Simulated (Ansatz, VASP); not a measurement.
**Ga2PtS5 (1T-PtS2 under alpha-Ga2S3 ferroelectric layer, AA') in two plane-wave programs**

Aim: how closely do two programs agree when they are given the same cell, functional and k mesh? The cell is taken from a series of runs on this material, whose earlier steps may have relaxed, scaled, displaced or heated it; both programs get it as it stands.

Main program and level: Ansatz 0.2.0; plane waves, with VASP 6.6.1 beside it; PBE with D3(BJ).

**1. Starting point**

The cell holds 8 atoms: 5 S, 1 Pt and 2 Ga. Its edges and angles: a = 3.576 Å, b = 3.576 Å, c = 30.002 Å, α = 90.0°, β = 90.0°, γ = 120.0°. Vacuum lies along c.

**2. VASP: single point, PBE with D3(BJ)**

With cell and atoms fixed, the geometry can't cause a difference; cores, projectors, grids and the points listed under the comparison can.

Lines of VASP's logs that name or quote its potential files are left out, and so is its time.

Input file INCAR:

```
SYSTEM = Ga2PtS5
PREC = Accurate
ENCUT = 400
EDIFF = 1E-06
NELM = 120
ISMEAR = -1
SIGMA = 0.02585
LREAL = .FALSE.
ALGO = Normal
GGA = PE
IVDW = 12
NBANDS = 41
LASPH = .TRUE.
LORBIT = 11
LWAVE = .FALSE.
LCHARG = .FALSE.
ISIF = 2
LDIPOL = .TRUE.
IDIPOL = 3
DIPOL = 0.5 0.5 0.506
LVHAR = .TRUE.
GGA_COMPAT = .FALSE.
EFERMI = MIDGAP
NELMDL = -8
KPAR = 2
```

Input file POSCAR:

```
Ga2PtS5
1.0
    3.5762537554      0.0000000000      0.0000000000
   -1.7881268777      3.0971266025      0.0000000000
    0.0000000000      0.0000000000     30.0020485508
S Pt Ga
5 1 2
Direct
    0.6666666667      0.3333333333      0.2999795159
    0.3333333333      0.6666666667      0.3813447611
    0.3333333333      0.6666666667      0.5010076615
    0.0000000000      0.0000000000      0.6101398704
    0.3333333333      0.6666666667      0.7000204841
    0.0000000000      0.0000000000      0.3407153467
    0.0000000000      0.0000000000      0.5367781105
    0.6666666667      0.3333333333      0.6614554586
```

Input file KPOINTS:

```
Automatic mesh
0
Gamma
18 18 1
0 0 0
```

PAW data sets: S, Pt and Ga_d (PBE family, release 64).

Launch:

```bash
$ mpirun -np 2 vasp_std
```

Numbers of over 12 decimals in the logs are rounded to 6 here.

What it wrote:

```text
[banner, memory and clock lines left out]
running    2 mpi-ranks, on    1 nodes
 distrk:  each k-point on    1 cores,    2 groups
 distr:  one band on    1 cores,    1 groups

 POSCAR found type information on POSCAR S PtGa
 POSCAR found :  3 types and       8 ions
 LDA part: xc-table for (Slater+PW92), standard interpolation
 POSCAR, INCAR and KPOINTS ok, starting setup
 FFT: planning ... GRIDC
 FFT: planning ... GRID_SOFT
 FFT: planning ... GRID
 WAVECAR not read
 entering main loop
       N       E                     dE             d eps       ncg     rms          rms(c)
DAV:   1     0.537233652971E+03    0.53723E+03   -0.24894E+04  3282   0.135E+03
DAV:   2     0.378984292473E+02   -0.49934E+03   -0.47962E+03  3818   0.340E+02
DAV:   3    -0.343817190002E+02   -0.72280E+02   -0.70515E+02  3772   0.131E+02
DAV:   4    -0.387454961714E+02   -0.43638E+01   -0.43268E+01  4391   0.349E+01
DAV:   5    -0.388564419036E+02   -0.11095E+00   -0.11079E+00  4095   0.487E+00
DAV:   6    -0.388616479538E+02   -0.52061E-02   -0.52049E-02  4636   0.105E+00
DAV:   7    -0.388617643280E+02   -0.11637E-03   -0.11636E-03  4184   0.147E-01
DAV:   8    -0.388617668798E+02   -0.25518E-05   -0.25518E-05  4399   0.222E-02    0.203E+01
DAV:   9    -0.367990920575E+02    0.20627E+01   -0.89936E+00  3746   0.336E+01    0.139E+01
DAV:  10    -0.366344079658E+02    0.16468E+00   -0.36442E+00  3712   0.120E+01    0.586E+00
DAV:  11    -0.365487343442E+02    0.85674E-01   -0.43002E-01  3658   0.515E+00    0.190E+00
DAV:  12    -0.365375915088E+02    0.11143E-01   -0.10380E-01  4026   0.194E+00    0.579E-01
DAV:  13    -0.365355069140E+02    0.20846E-02   -0.18842E-02  3748   0.859E-01    0.307E-01
DAV:  14    -0.365357304110E+02   -0.22350E-03   -0.26576E-03  3964   0.353E-01    0.155E-01
[...]
DAV:  21    -0.365359666901E+02   -0.43432E-04   -0.25431E-06  2700   0.579E-03    0.272E-03
DAV:  22    -0.365359933335E+02   -0.26643E-04   -0.14874E-06  2596   0.356E-03    0.171E-03
DAV:  23    -0.365360075149E+02   -0.14181E-04   -0.95738E-07  2433   0.287E-03    0.138E-03
DAV:  24    -0.365360179001E+02   -0.10385E-04   -0.24290E-07  2292   0.269E-03    0.963E-04
DAV:  25    -0.365360204449E+02   -0.25448E-05   -0.29955E-07  2300   0.188E-03    0.760E-04
DAV:  26    -0.365360243840E+02   -0.39391E-05   -0.93178E-08  2126   0.127E-03    0.587E-04
DAV:  27    -0.365360257926E+02   -0.14086E-05   -0.52880E-08  2150   0.856E-04    0.423E-04
DAV:  28    -0.365360265089E+02   -0.71629E-06   -0.23099E-08  2069   0.775E-04
   1 F= -.38770660E+02 E0= -.38770660E+02  d E =-.138987E-07
```

From OUTCAR (step 2):

```text
ion  position               nearest neighbor table
   1  0.667  0.333  0.300-   6 2.40   6 2.40   6 2.40
   2  0.333  0.667  0.381-   6 2.40   6 2.40   6 2.40
   3  0.333  0.667  0.501-   7 2.33   7 2.33   7 2.33
   4  0.000  0.000  0.610-   7 2.20   8 2.58   8 2.58   8 2.58
   5  0.333  0.667  0.700-   8 2.37   8 2.37   8 2.37
   6  0.000  0.000  0.341-   2 2.40   2 2.40   2 2.40   1 2.40   1 2.40   1 2.40
   7  0.000  0.000  0.537-   4 2.20   3 2.33   3 2.33   3 2.33
   8  0.667  0.333  0.661-   5 2.37   5 2.37   5 2.37   4 2.58   4 2.58   4 2.58

  LATTYP: Found a hexagonal cell.
 ALAT       =     3.5762537554
 C/A-ratio  =     8.3892392998

 Subroutine GETGRP returns: Found  6 space group operations
 (whereof  6 operations were pure point group operations)

The static configuration has the point symmetry C_3v.

 Found     37 irreducible k-points:

   k-points           NKPTS =     37   k-points in BZ     NKDIM =     37   number of bands    NBANDS=     41

   dimension x,y,z NGX =    24 NGY =   24 NGZ =  196
   dimension x,y,z NGXF=    48 NGYF=   48 NGZF=  392

   ENCUT  =  400.0 eV  29.40 Ry    5.42 a.u.   5.83  5.83 48.93*2*pi/ulx,y,z

   NELECT =      66.0000    total number of electrons

 k-points in reciprocal lattice and weights: Automatic mesh
   0.00000000  0.00000000  0.00000000       0.003
   0.05555556 -0.00000000  0.00000000       0.019
   0.11111111 -0.00000000  0.00000000       0.019
   0.16666667 -0.00000000  0.00000000       0.019
   0.22222222 -0.00000000  0.00000000       0.019
   0.27777778  0.00000000  0.00000000       0.019
   0.33333333 -0.00000000  0.00000000       0.019
   0.38888889  0.00000000  0.00000000       0.019
   0.44444444 -0.00000000  0.00000000       0.019
[...]
0.33333333  0.27777778  0.00000000       0.037
   0.33333333  0.33333333  0.00000000       0.006

 dipolmoment           0.000000      0.000000      0.085016 electrons x Angstroem

 average (electrostatic) potential at core
       1 -93.0243       2 -93.0340       3 -92.6573       4 -91.5349       5 -91.1419
       6 -76.0175       7 -71.4374       8 -70.4651

 E-fermi :  -0.4405

 k-point     1 :       0.0000    0.0000    0.0000
  band No.  band energies     occupation
    ...
     29      -1.9132      2.00000
     30      -1.1392      2.00000
     31      -1.1392      2.00000
     32      -1.0138      2.00000
     33      -1.0138      2.00000
     34       1.0404      0.00000
     35       1.3681      0.00000
     36       1.3681      0.00000
     37       2.3768      0.00000
     38       3.7061      0.00000
    ...

 k-point     2 :       0.0556   -0.0000    0.0000
  band No.  band energies     occupation
    ...
     29      -1.8656      2.00000
     30      -1.4588      2.00000
     31      -1.3076      2.00000
     32      -1.0798      2.00000
     33      -0.9147      2.00000
     34       1.1620      0.00000
     35       1.2317      0.00000
     36       1.3128      0.00000
     37       2.5376      0.00000
     38       3.8022      0.00000
    ...

 k-point     3 :       0.1111   -0.0000    0.0000
  band No.  band energies     occupation
    ...
     29      -1.9381      2.00000
     30      -1.7548      2.00000
     31      -1.5729      2.00000
     32      -1.3797      2.00000
     33      -0.8443      2.00000
     34       0.6959      0.00000
     35       1.1779      0.00000
     36       1.6165      0.00000
     37       2.8004      0.00000
     38       3.6984      0.00000
    ...

 Edisp (eV)   -2.23463

  Total      -0.29956    -0.29956    -0.27270     0.00000     0.00000     0.00000
  in kB      -1.44428    -1.44428    -1.31480     0.00000     0.00000     0.00000
  external pressure =       -1.40 kB  Pullay stress =        0.00 kB

  energy-cutoff  :      400.00
  volume of cell :      332.31
      direct lattice vectors                 reciprocal lattice vectors
     3.576253755  0.000000000  0.000000000     0.279622216  0.161439962  0.000000000
    -1.788126878  3.097126602  0.000000000     0.000000000  0.322879923  0.000000000
     0.000000000  0.000000000 30.002048551     0.000000000  0.000000000  0.033331057

 POSITION                                       TOTAL-FORCE (eV/Angst)
 -----------------------------------------------------------------------------------
      1.78813      1.03238      9.00000        -0.000000     -0.000000      0.036943
     -0.00000      2.06475     11.44112        -0.000000      0.000000     -0.036774
     -0.00000      2.06475     15.03126        -0.000000      0.000000     -0.006082
      0.00000      0.00000     18.30545        -0.000000      0.000000     -0.037292
     -0.00000      2.06475     21.00205        -0.000000      0.000000     -0.001542
      0.00000      0.00000     10.22216        -0.000000      0.000000     -0.000180
      0.00000      0.00000     16.10444         0.000000     -0.000000      0.028753
      1.78813      1.03238     19.84502         0.000000      0.000000      0.016173
 -----------------------------------------------------------------------------------
    total drift:                               -0.000001     -0.000001      0.000754

  FREE ENERGIE OF THE ION-ELECTRON SYSTEM (eV)
  ---------------------------------------------------
  free  energy   TOTEN  =       -38.7706595633 eV

  energy  without entropy=      -38.7706595494  energy(sigma->0) =      -38.77065956

 vacuum level on the upper side and lower side of the slab         5.897         4.508

 total charge
# of ion       s       p       d       tot
------------------------------------------
    1        1.359   2.273   0.000   3.632
    2        1.361   2.274   0.000   3.635
    3        1.347   2.385   0.000   3.733
    4        1.344   2.403   0.000   3.747
    5        1.353   2.365   0.000   3.719
    6        0.688   0.768   7.960   9.417
    7        0.834   0.788  10.061  11.683
    8        0.777   0.682  10.068  11.528
--------------------------------------------------
tot          9.065  13.939  28.090  51.093

[... 3 further parts left out ...]
```

**3. Ansatz: single point, PBE with D3(BJ)**

Ansatz runs on its default PAW (the set named soft_2) files.

The same cell, functional, mesh and smearing now go to Ansatz, which takes its cutoff from its data sets.

Input file input.yaml:

```yaml
crystal:
  lattice:
    - [3.5762537554, 0.0, 0.0]
    - [-1.7881268777, 3.0971266025, 0.0]
    - [0.0, 0.0, 30.0020485508]
  atoms:
    - { symbol: S, position: [0.6666666667, 0.3333333333, 0.2999795159] }
    - { symbol: Pt, position: [0.0, 0.0, 0.3407153467] }
    - { symbol: S, position: [0.3333333333, 0.6666666667, 0.3813447611] }
    - { symbol: S, position: [0.3333333333, 0.6666666667, 0.5010076615] }
    - { symbol: Ga, position: [0.0, 0.0, 0.5367781105] }
    - { symbol: S, position: [0.0, 0.0, 0.6101398704] }
    - { symbol: Ga, position: [0.6666666667, 0.3333333333, 0.6614554586] }
    - { symbol: S, position: [0.3333333333, 0.6666666667, 0.7000204841] }
kpoints:
  mp_grid: { grid: [18, 18, 1] }
  band_path:
    path: [[0, 0, 0], [0.5, 0, 0], [0.33333333, 0.33333333, 0], [0, 0, 0]]
    npoints: 16
hamiltonian:
  xc: pbe
  dispersion: d3bj
scf:
  occupations: { method: fermi_dirac, width: 0.02585 }
  convergence: { dr2_threshold: 1.0e-10 }
efield:
  axis: 3
  dipole_correction: true
  ramp_position: 0.97
  ramp_width: 0.06
  amplitude: 0
output:
  dos: { projected: true, e_range: [-6, 5] }
  write_potential: true
  write_density: true
  volumetric_format: npy
  elf: true
```

Launch:

```bash
$ ansatz run input.yaml --threads 2 --pin off --max-ram 3072MiB --backend cpu --events-out ev --progress --plain --runs-dir out
```

What it wrote:

```text
Engine: ansatz 0.2.0, x86_64-unknown-linux-gnu
Pseudopotentials: kind: paw
Pseudopotential: S, paw, valence charge 6, recommended cutoff 420 eV (normal), S.paw.azcp
Pseudopotential: Pt, paw, valence charge 18, recommended cutoff 420 eV (normal), Pt.paw.azcp
Pseudopotential: Ga, paw, valence charge 13, recommended cutoff 420 eV (normal), Ga.paw.azcp
Functional definition: PBE
  parameter kappa = 0.804
  parameter beta = 0.066725
  exchange = pbe_x(kappa = kappa, mu = beta*pi^2/3)
  correlation = pbe_c(beta = beta)
Crystal: 8 atoms, lattice volume = 332.306 Å³
Basis set: ecut = 420 eV, 6407 PW (Γ)
Bands: 45, of which v1, the nominal top of the filled ones, is band 37 counted from 1 (36 counted from 0)
Symmetry: 6 space group operations
Space group: P3m1 (ITA 156), of the structure as read, at distance tolerance 6.9e-5 Å
k-points: 37 of 324 (time reversal used)
Non-local potential: S, projectors of the file, l = 0: 2, l = 1: 2, l = 2: 2
Non-local potential: Pt, projectors of the file, l = 0: 3, l = 1: 2, l = 2: 2, l = 3: 1
Non-local potential: Ga, projectors of the file, l = 0: 2, l = 1: 2, l = 2: 3, l = 3: 1
PAW form: soft (Blöchl's): semilocal exchange-correlation on the pseudo side does not see the compensation charge
PAW one-centre angular grid: S, 110 points (default); XC on 64 Gauss nodes
PAW one-centre angular grid: Pt, 590 points (default); XC on 64 Gauss nodes
PAW one-centre angular grid: Ga, 590 points (default); XC on 64 Gauss nodes
Initial density: superposition of atomic densities (neutral atoms: chi_scale 0, normalization atom), corrected by the library's trained network
Initial wavefunctions: pseudopotential atomic-orbital guess
Functional: x = pbe(κ = 0.804, μ = 0.219515), c = pbe(β = 0.066725)
SCF iter   1: F=—  HF=-24605.656150 eV  |F-HF|=—  |Δ(HF+E_count)|=         —  Δρ=1.40e-3  dr2=2.00e-2  ethr=1.77e-3  p=-0.045 e·Å  D=-2.43e-2 V/Å  ΔV_dip=0.73 eV  dr2_dipole=1.00e-2  V_vac-E_F(+/−)=6.07/5.34 eV  ⟨swp⟩=11.0  Hψ=8800  notcnv=0  defer=7
efield: sawtooth ramp at fractional position 0.9700 (set: `efield.ramp_position`, or a place that a band, a saddle search or an elastic batch's reference lends), width 0.0600; the density the first Hamiltonian is built on has a dipole p = -0.045 e·Å; the dipole correction subtracts the counter field D = -2.43e-2 V/Å, which shifts the + side's vacuum level by +0.73 eV against the − side's; the planar-averaged density in the ramp window peaks in size at 5.7e-6 e/Å³
preconditioner: auto → Resta (q_TF=auto, 2.124 Å⁻¹)  ε∞=2.9  [insulator: Δε(μ)=1.275 eV  Ē_g=11.951 eV  σ=0.026 eV  W_gap=1.00  n_scr=62 (ndim 8)  ℏωp=16.5 eV  f_vac=0.510  D(μ)=0.00/eV (n_scr^D=0)  ε∞_Penn≈2.9  vacuum switching on, ρ_ref=1.0e-2 e/Å³]
SCF iter   2: F=—  HF=-24605.654290 eV  |F-HF|=—  |Δ(HF+E_count)|=   1.86e-3  Δρ=9.31e-4  dr2=1.20e-2  ethr=2.71e-5  p=-0.081 e·Å  D=-4.41e-2 V/Å  ΔV_dip=1.32 eV  dr2_dipole=2.03e-3  V_vac-E_F(+/−)=6.37/5.04 eV  ⟨swp⟩=3.2  Hψ=2778  notcnv=0  defer=125
SCF iter   3: F=—  HF=-24605.653171 eV  |F-HF|=—  |Δ(HF+E_count)|=   1.12e-3  Δρ=4.95e-4  dr2=1.58e-3  ethr=1.62e-5  p=-0.071 e·Å  D=-3.86e-2 V/Å  ΔV_dip=1.16 eV  dr2_dipole=8.64e-4  V_vac-E_F(+/−)=6.26/5.10 eV  ⟨swp⟩=2.2  Hψ=1976  notcnv=0  defer=125
SCF iter   4: F=—  HF=-24605.653221 eV  |F-HF|=—  |Δ(HF+E_count)|=   4.99e-5  Δρ=2.61e-4  dr2=8.71e-4  ethr=2.13e-6  p=-0.081 e·Å  D=-4.38e-2 V/Å  ΔV_dip=1.32 eV  dr2_dipole=3.31e-8  V_vac-E_F(+/−)=6.32/5.01 eV  ⟨swp⟩=2.0  Hψ=2042  notcnv=0  defer=125
SCF iter   5: F=—  HF=-24605.653220 eV  |F-HF|=—  |Δ(HF+E_count)|=   1.29e-6  Δρ=1.31e-4  dr2=2.46e-4  ethr=1.18e-6  p=-0.083 e·Å  D=-4.51e-2 V/Å  ΔV_dip=1.35 eV  dr2_dipole=2.39e-5  V_vac-E_F(+/−)=6.34/4.99 eV  ⟨swp⟩=2.2  Hψ=2221  notcnv=0  defer=115
SCF iter   6: F=—  HF=-24605.653207 eV  |F-HF|=—  |Δ(HF+E_count)|=   1.30e-5  Δρ=6.05e-5  dr2=1.33e-5  ethr=3.33e-7  p=-0.084 e·Å  D=-4.58e-2 V/Å  ΔV_dip=1.37 eV  dr2_dipole=3.45e-7  V_vac-E_F(+/−)=6.35/4.97 eV  ⟨swp⟩=1.9  Hψ=1875  notcnv=0  defer=112
SCF iter   7: F=—  HF=-24605.653222 eV  |F-HF|=—  |Δ(HF+E_count)|=   1.58e-5  Δρ=1.89e-5  dr2=1.61e-6  ethr=1.80e-8  p=-0.085 e·Å  D=-4.60e-2 V/Å  ΔV_dip=1.38 eV  dr2_dipole=4.53e-8  V_vac-E_F(+/−)=6.35/4.97 eV  ⟨swp⟩=2.0  Hψ=2440  notcnv=0  defer=112
SCF iter   8: F=—  HF=-24605.653376 eV  |F-HF|=—  |Δ(HF+E_count)|=   1.53e-4  Δρ=6.42e-6  dr2=1.30e-7  ethr=2.18e-9  p=-0.085 e·Å  D=-4.61e-2 V/Å  ΔV_dip=1.38 eV  dr2_dipole=5.45e-9  V_vac-E_F(+/−)=6.35/4.97 eV  ⟨swp⟩=2.0  Hψ=2577  notcnv=0  defer=112
SCF iter   9: F=—  HF=-24605.653376 eV  |F-HF|=—  |Δ(HF+E_count)|=   1.43e-7  Δρ=3.80e-6  dr2=7.10e-8  ethr=1.76e-10  p=-0.085 e·Å  D=-4.61e-2 V/Å  ΔV_dip=1.38 eV  dr2_dipole=1.74e-11  V_vac-E_F(+/−)=6.35/4.97 eV  ⟨swp⟩=2.0  Hψ=2824  notcnv=0  defer=112
SCF iter  10: F=—  HF=-24605.653376 eV  |F-HF|=—  |Δ(HF+E_count)|=   1.68e-9  Δρ=1.22e-6  dr2=4.48e-9  ethr=9.59e-11  p=-0.085 e·Å  D=-4.61e-2 V/Å  ΔV_dip=1.38 eV  dr2_dipole=3.96e-12  V_vac-E_F(+/−)=6.35/4.97 eV  ⟨swp⟩=2.0  Hψ=2196  notcnv=0  defer=112
SCF iter  11: F=—  HF=-24605.653376 eV  |F-HF|=—  |Δ(HF+E_count)|=   4.28e-9  Δρ=4.40e-7  dr2=6.95e-10  ethr=6.05e-12  p=-0.085 e·Å  D=-4.61e-2 V/Å  ΔV_dip=1.38 eV  dr2_dipole=1.05e-10  V_vac-E_F(+/−)=6.35/4.97 eV  ⟨swp⟩=2.0  Hψ=2595  notcnv=0  defer=112
SCF iter  12: F=—  HF=-24605.653376 eV  |F-HF|=—  |Δ(HF+E_count)|=  4.15e-10  Δρ=1.60e-7  dr2=2.15e-10  ethr=1.00e-12  p=-0.085 e·Å  D=-4.61e-2 V/Å  ΔV_dip=1.38 eV  dr2_dipole=4.50e-11  V_vac-E_F(+/−)=6.35/4.97 eV  ⟨swp⟩=2.0  Hψ=2583  notcnv=0  defer=112
SCF iter  13: F=-24605.653376 eV  HF=-24605.653376 eV  |F-HF|=2.18e-11  |Δ(HF+E_count)|=  6.55e-11  Δρ=6.93e-8  dr2=2.30e-11  ethr=1.00e-12  p=-0.085 e·Å  D=-4.61e-2 V/Å  ΔV_dip=1.38 eV  dr2_dipole=4.34e-12  V_vac-E_F(+/−)=6.35/4.97 eV  ⟨swp⟩=12.3  Hψ=5119  notcnv=0
SCF 1 converged in 13 iterations: F = -24605.653376 eV  dr2 = 2.30e-11
  greatest PAW one-centre occupation: 1.000 electrons in one spin orbital (limit 2), on the Pt atom at site 1 (counted from 0), in its partial waves of l = 0
NSCF: frozen V_eff on 49 k-points
efield: sawtooth ramp at fractional position 0.9700 (kept from the solve that this one continues, or follows in the run), width 0.0600; the density the first Hamiltonian is built on has a dipole p = -0.085 e·Å; the dipole correction subtracts the counter field D = -4.61e-2 V/Å, which shifts the + side's vacuum level by +1.38 eV against the − side's; the planar-averaged density in the ramp window peaks in size at 1.9e-6 e/Å³
WARN: The output density's exchange-correlation potential varies sharply where the density is thin. Do not read a vacuum level from v_tot or v_xc, or from such a field of the output density. On a cell that repeats whose density bears no net charge and no dipole along the vacuum's axis use v_es (v_loc + v_h of the components); under efield.dipole_correction with no amplitude use v_es + v_field, which holds any externa [...]
SCF converged after 13 iterations
Free energy (F): -24605.653376 eV
Harris-Foulkes:  -24605.653376 eV  (|F-HF|=2.18e-11)
Internal energy: -24605.653376 eV  (E = F + TS)
E sigma→0 (E₀):  -24605.653376 eV
Entropy (-TS):   -0.000000 eV (-0.000 meV/atom)
Fermi energy:    0.949047 eV
Dipole field:    D = -0.046058 V/Å  (p = -0.084582 e·Å, saw-weighted, corrected)
Work function:   Φ+ = 6.3511 eV   Φ− = 4.9693 eV
Levels:          The Fermi level and band energies are counted from a zero that moves with the ramp; work functions are not
--- Per-component energies (eV) ---
  E_band       = -1026.790212
  E_kinetic    = 1401.224219
  E_local      = -67828.264384  (includes V_loc(G=0)·N_el)
  E_nonlocal   = 1196.300495
  E_hartree    = 33102.442884
  E_xc         = -883.518199
  E_vxc        = -853.652042  (∫ρ·V_xc dr)
  E_paw        = -16439.441509  (= ΣΔE_a)
  E_vpaw       = -1146.824552  (= ΣTr[D̂ρ^β])
  E_aug_tail   = -0.000016  (compensation charges beyond the density's cutoff)
  E_efield     = 0.001948  (sawtooth field / dipole correction)
  E_vefield    = -0.459201  (∫n·V_field dr)
  E_ewald      = 24847.836097
  E_disp       = -2.234909  (pairwise vdW)
  E_smearing   = -0.000000  (= −TS)
  E_closure    = -0.000000  (closes the sum)
  Σ components = -24605.653376   (vs F -24605.653376, Δ=0.00e0)
--- Band table (eV; the first three rows and the last of 37) ---
  k-point 0: bands = [... 33 lower, 0.2493, 0.2493, 0.3721, 0.3721, 2.4172, 2.7665, 2.7665, 3.7587, ... 4 higher]
  k-point 1: bands = [... 33 lower, -0.0728, 0.0797, 0.3081, 0.4724, 2.5594, 2.6095, 2.7111, 3.9206, ... 4 higher]
  k-point 2: bands = [... 33 lower, -0.3606, -0.1859, 0.0093, 0.5434, 2.0928, 2.5758, 2.9951, 4.1845, ... 4 higher]
  k-point 36: bands = [... 33 lower, -1.4452, -1.1692, -1.1142, 0.0660, 1.6954, 1.7206, 2.9956, 3.7510, ... 4 higher]
```

**4. Differences**

Known differences besides the potentials themselves: the data sets hold 74 valence electrons in Ansatz (on its default PAW (the set named soft_2) files) and 66 in VASP; the cutoff is 420 eV in Ansatz and 400 eV in VASP. Total energies have different zeros and are not compared.

Compared:

```
              quantity  Ansatz   VASP  difference
gap on the k mesh (eV)   0.788  0.785      +0.003
```

A gap on the mesh is an upper bound, since the band edges may lie between its points; neither run holds spin-orbit coupling, which can move the band edges of a compound of Pt. Where the cell holds vacuum, a pressure given here is an average over it and none of the material.

**5. Results**

```json
{
  "difference in gap on the k mesh (single point, PBE with D3(BJ))": "0.0032 eV"
}
```

**Reading.** The difference in gap on the k mesh is 0.0032 eV (single point, PBE with D3(BJ)), within the 0.08 eV picked in this series as the mark of a large difference. The data sets hold unlike numbers of valence electrons (74 in Ansatz and 66 in VASP), so part of the differences may come from the potentials. How closely two codes agree says nothing of how well the functional describes the real material.

[Lines on the potential files, build, host, timing and source positions are cut from VASP's logs without a mark.]

[Logs are printed without paths, hosts, clocks, repeated set-up lines and the standing remarks that a program may print on its own settings, such as how far it seeks lower states.]

[Hosts, paths, dates, database ids (printed as entryN), source tags and the programs' standing remarks are cut or masked in the printed files.]
